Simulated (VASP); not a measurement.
OSZICAR of a VASP run on Nb (space group Im-3m):

### OSZICAR
```
...
       N       E                     dE             d eps       ncg     rms          rms(c)
DAV:   1    -0.110646474792E+02   -0.12171E+00   -0.51515E+00  5360   0.358E+01    0.266E+00
DAV:   2    -0.109624277964E+02    0.10222E+00   -0.36595E-01  6156   0.909E+00    0.106E+00
DAV:   3    -0.109411825577E+02    0.21245E-01   -0.16001E-01  7740   0.463E+00    0.612E-01
DAV:   4    -0.109425431245E+02   -0.13606E-02   -0.65603E-03  6508   0.112E+00    0.281E-01
DAV:   5    -0.109450379334E+02   -0.24948E-02   -0.67088E-03  8624   0.718E-01    0.120E-01
DAV:   6    -0.109451162083E+02   -0.78275E-04   -0.23209E-04  5618   0.212E-01    0.211E-02
DAV:   7    -0.109451189389E+02   -0.27305E-05   -0.20746E-05  7948   0.559E-02    0.654E-03
DAV:   8    -0.109451227417E+02   -0.38029E-05   -0.10462E-06  5866   0.129E-02    0.467E-03
DAV:   9    -0.109451218382E+02    0.90352E-06   -0.24533E-07  4012   0.753E-03    0.929E-04
DAV:  10    -0.109451222087E+02   -0.37049E-06   -0.52457E-08  2718   0.380E-03    0.358E-04
DAV:  11    -0.109451221426E+02    0.66126E-07   -0.12446E-08  2664   0.192E-03
   6 F= -.10945122E+02 E0= -.10945139E+02  d E =0.513103E-04
       N       E                     dE             d eps       ncg     rms          rms(c)
DAV:   1    -0.110969952384E+02   -0.15187E+00   -0.55589E+00  5302   0.374E+01    0.301E+00
DAV:   2    -0.109694714244E+02    0.12752E+00   -0.37258E-01  6008   0.911E+00    0.121E+00
DAV:   3    -0.109396327159E+02    0.29839E-01   -0.18153E-01  8098   0.515E+00    0.693E-01
DAV:   4    -0.109409017847E+02   -0.12691E-02   -0.70286E-03  6678   0.117E+00    0.327E-01
DAV:   5    -0.109427885911E+02   -0.18868E-02   -0.43920E-03  8788   0.554E-01    0.126E-01
DAV:   6    -0.109429376659E+02   -0.14907E-03   -0.22967E-04  5858   0.240E-01    0.208E-02
DAV:   7    -0.109429390757E+02   -0.14098E-05   -0.37232E-05  7960   0.628E-02    0.538E-03
DAV:   8    -0.109429389273E+02    0.14839E-06   -0.15601E-06  6194   0.225E-02    0.544E-03
DAV:   9    -0.109429387375E+02    0.18978E-06   -0.55743E-07  5828   0.102E-02    0.919E-04
DAV:  10    -0.109429387008E+02    0.36747E-07   -0.41073E-08  2794   0.189E-03
   7 F= -.10942939E+02 E0= -.10943063E+02  d E =0.374387E-03
       N       E                     dE             d eps       ncg     rms          rms(c)
DAV:   1    -0.109985316349E+02   -0.55593E-01   -0.22736E+00 15976   0.223E+01    0.156E+00
DAV:   2    -0.109578781708E+02    0.40653E-01   -0.13632E-01 20154   0.527E+00    0.710E-01
DAV:   3    -0.109467122762E+02    0.11166E-01   -0.60023E-02 24356   0.301E+00    0.356E-01
DAV:   4    -0.109468411592E+02   -0.12888E-03   -0.21206E-03 19430   0.641E-01    0.190E-01
DAV:   5    -0.109472687463E+02   -0.42759E-03   -0.93394E-04 26842   0.244E-01    0.674E-02
DAV:   6    -0.109473120330E+02   -0.43287E-04   -0.72646E-05 18910   0.125E-01    0.137E-02
DAV:   7    -0.109473114483E+02    0.58473E-06   -0.15130E-05 24442   0.388E-02    0.488E-03
DAV:   8    -0.109473105793E+02    0.86896E-06   -0.73131E-07 15916   0.141E-02    0.281E-03
DAV:   9    -0.109473110053E+02   -0.42604E-06   -0.20029E-07 12820   0.624E-03    0.219E-04
DAV:  10    -0.109473110134E+02   -0.80513E-08   -0.25431E-08  8002   0.216E-03
   8 F= -.10947311E+02 E0= -.10947394E+02  d E =0.250114E-03
       N       E                     dE             d eps       ncg     rms          rms(c)
DAV:   1    -0.110098244426E+02   -0.62513E-01   -0.14768E+00 15300   0.143E+01    0.138E+00
DAV:   2    -0.109586885133E+02    0.51136E-01   -0.74580E-02 18024   0.350E+00    0.616E-01
DAV:   3    -0.109472902026E+02    0.11398E-01   -0.33306E-02 19176   0.203E+00    0.568E-02
DAV:   4    -0.109473177262E+02   -0.27524E-04   -0.88575E-04 16996   0.454E-01    0.258E-02
DAV:   5    -0.109473111672E+02    0.65591E-05   -0.38588E-05 23522   0.696E-02    0.641E-03
DAV:   6    -0.109473110708E+02    0.96381E-07   -0.12024E-06 20186   0.157E-02    0.122E-03
DAV:   7    -0.109473110340E+02    0.36753E-07   -0.79972E-08 10250   0.365E-03
   9 F= -.10947311E+02 E0= -.10947394E+02  d E =0.250107E-03
       N       E                     dE             d eps       ncg     rms          rms(c)
DAV:   1    -0.109554355847E+02   -0.81245E-02   -0.12890E+00 15544   0.135E+01    0.804E-01
DAV:   2    -0.109430990563E+02    0.12337E-01   -0.41488E-02 18842   0.265E+00    0.424E-01
DAV:   3    -0.109435705008E+02   -0.47144E-03   -0.18496E-02 18572   0.153E+00    0.930E-02
DAV:   4    -0.109461110873E+02   -0.25406E-02   -0.17195E-03 18240   0.497E-01    0.309E-02
DAV:   5    -0.109472178605E+02   -0.11068E-02   -0.18862E-04 19102   0.154E-01    0.906E-03
DAV:   6    -0.109473026012E+02   -0.84741E-04   -0.62149E-06 19792   0.354E-02    0.198E-03
DAV:   7    -0.109473077497E+02   -0.51485E-05   -0.22833E-07 16250   0.545E-03    0.491E-04
DAV:   8    -0.109473102584E+02   -0.25087E-05   -0.19926E-08  8388   0.210E-03    0.164E-04
DAV:   9    -0.109473108629E+02   -0.60448E-06   -0.47317E-09  8134   0.120E-03    0.124E-04
DAV:  10    -0.109473110022E+02   -0.13936E-06   -0.21725E-09  8020   0.657E-04    0.217E-05
DAV:  11    -0.109473110338E+02   -0.31532E-07   -0.11930E-09  7928   0.527E-04
  10 F= -.10947311E+02 E0= -.10947394E+02  d E =0.250094E-03
       N       E                     dE             d eps       ncg     rms          rms(c)
DAV:   1    -0.110097930226E+02   -0.62482E-01   -0.15946E+00 15138   0.150E+01    0.138E+00
DAV:   2    -0.109587109844E+02    0.51082E-01   -0.74855E-02 18744   0.345E+00    0.616E-01
DAV:   3    -0.109472859405E+02    0.11425E-01   -0.33030E-02 18480   0.202E+00    0.574E-02
DAV:   4    -0.109473160552E+02   -0.30115E-04   -0.89865E-04 16878   0.457E-01    0.257E-02
DAV:   5    -0.109473110334E+02    0.50217E-05   -0.37700E-05 23396   0.699E-02    0.619E-03
DAV:   6    -0.109473110918E+02   -0.58405E-07   -0.10900E-06 19574   0.142E-02    0.119E-03
DAV:   7    -0.109473110706E+02    0.21217E-07   -0.69945E-08 10132   0.347E-03
  11 F= -.10947311E+02 E0= -.10947394E+02  d E =0.250095E-03
       N       E                     dE             d eps       ncg     rms          rms(c)
DAV:   1    -0.110007632979E+02   -0.53452E-01   -0.11761E+00 15514   0.129E+01    0.833E-01
DAV:   2    -0.109715988858E+02    0.29164E-01   -0.41512E-02 18450   0.258E+00    0.422E-01
DAV:   3    -0.109532103779E+02    0.18389E-01   -0.18302E-02 18522   0.149E+00    0.103E-01
DAV:   4    -0.109484855660E+02    0.47248E-02   -0.19261E-03 17964   0.520E-01    0.273E-02
DAV:   5    -0.109473910598E+02    0.10945E-02   -0.16193E-04 20078   0.145E-01    0.114E-02
DAV:   6    -0.109473159436E+02    0.75116E-04   -0.52063E-06 21192   0.329E-02    0.250E-03
DAV:   7    -0.109473144972E+02    0.14465E-05   -0.12641E-07 12824   0.476E-03    0.122E-03
DAV:   8    -0.109473116784E+02    0.28188E-05   -0.63873E-08  8464   0.332E-03    0.151E-04
DAV:   9    -0.109473115636E+02    0.11478E-06   -0.10445E-08  8104   0.200E-03    0.271E-04
DAV:  10    -0.109473115479E+02    0.15674E-07   -0.34851E-09  8024   0.829E-04
  12 F= -.10947312E+02 E0= -.10947395E+02  d E =0.250098E-03
       N       E                     dE             d eps       ncg     rms          rms(c)
DAV:   1    -0.110097286553E+02   -0.62417E-01   -0.16029E+00 15348   0.150E+01    0.137E+00
DAV:   2    -0.109586840086E+02    0.51045E-01   -0.74768E-02 18240   0.344E+00    0.617E-01
DAV:   3    -0.109472867543E+02    0.11397E-01   -0.33595E-02 18884   0.203E+00    0.577E-02
DAV:   4    -0.109473163848E+02   -0.29631E-04   -0.91791E-04 16920   0.458E-01    0.258E-02
DAV:   5    -0.109473110482E+02    0.53366E-05   -0.41299E-05 23464   0.711E-02    0.640E-03
DAV:   6    -0.109473111158E+02   -0.67593E-07   -0.11768E-06 19768   0.154E-02    0.133E-03
DAV:   7    -0.109473110723E+02    0.43502E-07   -0.10240E-07 10372   0.414E-03
  13 F= -.10947311E+02 E0= -.10947394E+02  d E =0.250106E-03
       N       E                     dE             d eps       ncg     rms          rms(c)
DAV:   1    -0.109673473189E+02   -0.20036E-01   -0.15944E+00  2086   0.178E+01    0.470E-01
DAV:   2    -0.109611822853E+02    0.61650E-02   -0.79574E-02  2446   0.367E+00    0.294E-01
DAV:   3    -0.109476351522E+02    0.13547E-01   -0.18628E-02  3206   0.159E+00    0.319E-02
DAV:   4    -0.109474441375E+02    0.19101E-03   -0.38370E-04  2328   0.289E-01    0.178E-02
DAV:   5    -0.109472391319E+02    0.20501E-03   -0.11142E-05  3600   0.469E-02    0.374E-03
DAV:   6    -0.109472384157E+02    0.71617E-06   -0.89478E-08  1902   0.412E-03    0.228E-03
DAV:   7    -0.109472285326E+02    0.98832E-05   -0.20815E-08  1378   0.218E-03    0.136E-04
DAV:   8    -0.109472279627E+02    0.56989E-06   -0.50774E-09  1178   0.144E-03    0.289E-04
DAV:   9    -0.109472277985E+02    0.16416E-06   -0.14049E-09  1168   0.585E-04    0.205E-05
DAV:  10    -0.109472277784E+02    0.20089E-07   -0.67598E-10  1146   0.455E-04
  14 F= -.10947228E+02 E0= -.10947321E+02  d E =0.279175E-03
       N       E                     dE             d eps       ncg     rms          rms(c)
DAV:   1    -0.109294232708E+02    0.17805E-01   -0.37044E+00  2080   0.284E+01    0.261E-01
DAV:   2    -0.109474134227E+02   -0.17990E-01   -0.18737E-01  2310   0.617E+00    0.155E-01
DAV:   3    -0.109472296982E+02    0.18372E-03   -0.35842E-03  3060   0.676E-01    0.233E-02
DAV:   4    -0.109472273072E+02    0.23910E-05   -0.87944E-05  2492   0.107E-01    0.437E-03
DAV:   5    -0.109472275689E+02   -0.26173E-06   -0.43574E-06  3168   0.299E-02    0.133E-03
DAV:   6    -0.109472277551E+02   -0.18625E-06   -0.38326E-07  2394   0.122E-02    0.247E-04
DAV:   7    -0.109472277717E+02   -0.16578E-07   -0.60231E-08  1324   0.341E-03
  15 F= -.10947228E+02 E0= -.10947321E+02  d E =0.279177E-03
```

Question: Which electronic solver shows in the log?

Answer: It is blocked Davidson (ALGO = Normal, or the opening steps of other solvers). The INCAR had ALGO = Normal.

Question: Can the final energy be trusted as converged?

Answer: The run converged. It stopped with EDIFF = 1E-7, NELM = 100 (PBEsol GGA, plane waves, VASP's PBE PAW potentials (set 64)).

The structure comes from a measured Nb entry (Im-3m) of the Crystallography Open Database, whose conditions weren't checked. It was relaxed first.
